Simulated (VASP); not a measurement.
Input:

```xyz
2
Lattice="0.0000 2.1734 2.1734 2.1734 0.0000 2.1734 2.1734 2.1734 0.0000" Properties=species:S:1:pos:R:3 pbc="T T T"
Al     0.0000     0.0000     0.0000
N      1.0867     1.0867     1.0867
```

Calculation: LDA (Ceperley-Alder, Perdew-Zunger), VASP's LDA PAW potentials (set 64) (plane waves; VASP). Settings: 520 eV cut-off, 12×12×12 Γ-centred mesh, tetrahedra with Blöchl corrections, potentials Al N.

Q: Estimate the energy per atom (σ→0), band gap (on the k-mesh) with the smallest direct gap where there is one.

A: 
The band gap (on the k-mesh) is 3.23 eV, the smallest direct gap (on the k-mesh) is 4.37 eV and the energy per atom (σ→0) is -790.0 kJ/mol-atom.

The absolute energy has meaning only against runs of the same code, potentials and settings.

The compound is AlN in the zinc blende structure, a metastable form; wurtzite is the usual one. It was relaxed first.
